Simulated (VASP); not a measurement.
```
CELL_PARAMETERS angstrom
      0.00000     3.11288     3.11288
      3.11288     0.00000     3.11288
      3.11288     3.11288     0.00000
ATOMIC_POSITIONS crystal
  Ba 0.00000 0.00000 0.00000
  F  0.25000 0.25000 0.25000
  F  0.75000 0.75000 0.75000
```

Level of theory: r2SCAN meta-GGA, VASP's PBE PAW potentials (set 64) (plane waves; VASP). Numerical set-up: 600 eV cut-off, 6×6×6 Γ-centred mesh, Gaussian smearing of 0.050 eV, potentials Ba_sv F.

Unless said otherwise, spin-orbit coupling is left out, though it shifts the bands of the heavy elements here.

Each row applies one change to this cell, which was relaxed at other settings and keeps the small stress of the first row; at a fixed cut-off the stress holds a Pulay part, so it need not integrate to ΔE exactly. Stress is in GPa, positive when the cell is compressed; gaps are those on the k-mesh, and 0.00 means metallic.

```csv
change,ΔE (meV/atom),σxx,σyy,σzz,"largest shear component, with its sign (GPa)",largest force (eV/Å),gap (eV)
none,0.0,-0.02,-0.02,-0.02,0.00,0.000,7.29
isotropic strain of -4.0 %,68.9,10.05,10.05,10.05,0.00,0.000,7.81
atom 2 (F) moved by 0.075 Å along y,3.0,0.06,0.06,0.06,-0.63,0.237,7.28
isotropic strain of +0.5 %,0.4,-0.90,-0.90,-0.90,0.00,0.000,7.23
shear strain γ_xz = +1.5 %,0.5,0.00,0.00,0.00,-0.58,0.047,7.29
uniaxial strain of +4.0 % along z,7.7,-1.58,-1.58,-3.56,0.00,0.000,7.07
biaxial strain of +0.5 % in the xz plane,0.1,-0.69,-0.45,-0.69,0.00,0.000,7.24
atom 2 (F) moved by 0.150 Å along x,11.9,0.29,0.30,0.30,-1.27,0.476,7.23
```

Failed runs are left out, and for metals the shear rows, which the mesh's noise covers.

The compound is BaF2 in the fluorite structure.
